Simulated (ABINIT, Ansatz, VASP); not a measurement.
## Sr (Fm-3m, 1 atom in the cell) computed with different codes at matched settings

Self-consistent single point, at a second geometry (lattice scaled by 0.98). First geometry:

```
Sr
1.0
    0.00000     2.97586     2.97586
    2.97586     0.00000     2.97586
    2.97586     2.97586     0.00000
Sr
1
Cartesian
  0.00000   0.00000   0.00000
```

Shared settings, as Ansatz (an electronic-structure program) writes them: kpoints.mp_grid.grid = 8 8 8; scf.occupations.method = fermi_dirac; scf.occupations.width = 0.0073 Ry. Potentials and cutoffs stand in the table.

```
code                                                                       model  ΔF from the first geometry (meV/atom)  pressure (GPa)   cutoff
------  ------------------------------------------------------------------------  -------------------------------------  --------------  -------
VASP                                     PBE, VASP's PBE PAW potentials (set 64)                                   19.0            1.35   300 eV
ABINIT  PBE, norm-conserving pseudopotentials (PseudoDojo nc-sr-05 PBE standard)                                   18.8            1.43    68 Ry
Ansatz                                                    PBE, default PAW files                                   18.8            1.44  default
```

The spread over the programs that give each value: ΔF from the first geometry within 0.2 meV/atom; pressure within 0.09 GPa.

Ansatz's pressure is given at a fixed set of plane waves, as the other plane-wave codes print theirs.

VASP's run is marked for a possible Pulay error in its stress at this cutoff; no cutoff test was made.

The starting cell has typed, rounded lattice constants, without a prior relaxation at this level. Its lattice was rescaled by a random factor within 2.5 % of one. For this run, on top of that: lattice scaled by 0.98.

Left out of this page: Quantum ESPRESSO, GPAW, CP2K, Elk, FLEUR and SIESTA (not drawn, or without a comparable value).

Keys are those of Ansatz 0.2.
